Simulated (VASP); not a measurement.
Here is the system:

```
CELL_PARAMETERS angstrom
     -2.76648     2.76648     1.53443
      2.76648    -2.76648     1.53443
      2.76648     2.76648    -1.53443
ATOMIC_POSITIONS crystal
  Sc 0.75000 0.25000 0.50000
  Sc 0.00000 0.00000 0.00000
```

Method: PBEsol GGA, VASP's PBE PAW potentials (set 64) (plane waves; VASP). Numerical set-up: 400 eV cut-off, 15×15×15 Γ-centred mesh, tetrahedra with Blöchl corrections, potentials Sc_sv.

Question: Predict the energy per atom (σ→0), band gap (on the k-mesh) with the smallest direct gap where there is one.

Answer: 
| Item | Result |
|---|---|
| band gap (on the k-mesh) | none (metal, semimetal or under 0.01 eV) |
| energy per atom (σ→0) | -6.193 eV/atom |

Total energies compare only between runs with the same potentials, cut-off and functional.

The structure was generated: Sc was put into the beta-Sn type (I4_1/amd), which need not be its known phase. It was relaxed first, which changed the volume by -11 %.
